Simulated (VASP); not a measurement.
```xyz
8
Lattice="0.0000 2.7721 2.7721 2.7721 0.0000 2.7721 11.0748 11.0748 0.0135" Properties=species:S:1:pos:R:3 pbc="T T T"
Si     2.8140     2.8140     5.5023
Si     1.3973     1.3973     1.3748
Si     2.7567     2.7567     0.0154
Si     4.1120     4.1120     1.4322
Ge     5.4949     5.4949     0.0493
Ge     6.9105     6.9105     1.4058
Ge    11.0904    11.0904     5.5422
Ge     9.7339     9.7339     1.3545
```

Computed with PBEsol GGA, VASP's PBE PAW potentials (set 64) (plane waves; VASP). Run with 400 eV cut-off, Gaussian smearing of 0.050 eV, potentials Si Ge_d.

Give the energies of bands 29 to 42 at the high-symmetry points, in eV from the valence-band maximum.

```json
[
 {"band": "29", "Γ": "-1.64", "T": "-1.61", "H2": "-4.69", "L": "-3.71", "S0": "-4.69", "F": "-3.84"},
 {"band": "30", "Γ": "-1.11", "T": "-1.61", "H2": "-4.58", "L": "-3.67", "S0": "-4.55", "F": "-3.83"},
 {"band": "31", "Γ": "-1.11", "T": "-1.23", "H2": "-4.39", "L": "-3.14", "S0": "-4.44", "F": "-3.21"},
 {"band": "32", "Γ": "-0.81", "T": "-1.23", "H2": "-4.21", "L": "-2.84", "S0": "-4.19", "F": "-3.13"},
 {"band": "33", "Γ": "-0.81", "T": "-0.58", "H2": "-2.88", "L": "-2.73", "S0": "-2.97", "F": "-2.51"},
 {"band": "34", "Γ": "-0.15", "T": "-0.58", "H2": "-2.85", "L": "-2.55", "S0": "-2.69", "F": "-2.41"},
 {"band": "35", "Γ": "0.00", "T": "-0.18", "H2": "-2.53", "L": "-1.91", "S0": "-2.68", "F": "-1.46"},
 {"band": "36", "Γ": "0.00", "T": "-0.18", "H2": "-2.48", "L": "-1.68", "S0": "-2.39", "F": "-1.41"},
 {"band": "37", "Γ": "0.64", "T": "0.72", "H2": "1.32", "L": "0.33", "S0": "1.22", "F": "0.31"},
 {"band": "38", "Γ": "0.85", "T": "0.81", "H2": "1.56", "L": "0.90", "S0": "1.87", "F": "0.49"},
 {"band": "39", "Γ": "1.19", "T": "1.64", "H2": "2.44", "L": "1.62", "S0": "1.95", "F": "0.65"},
 {"band": "40", "Γ": "1.69", "T": "1.70", "H2": "2.59", "L": "1.64", "S0": "3.08", "F": "1.19"},
 {"band": "41", "Γ": "2.25", "T": "2.51", "H2": "3.86", "L": "1.65", "S0": "3.28", "F": "1.45"},
 {"band": "42", "Γ": "2.25", "T": "2.51", "H2": "3.95", "L": "1.88", "S0": "4.73", "F": "3.27"}
]
```

The gap is indirect, 0.29 eV, from the valence maximum at Γ to the conduction minimum at F-Γ at 0.09.

The structure was generated: Ge4Si4 was put into an ordered model structure (R-3m), which need not be its known phase. It was relaxed first.
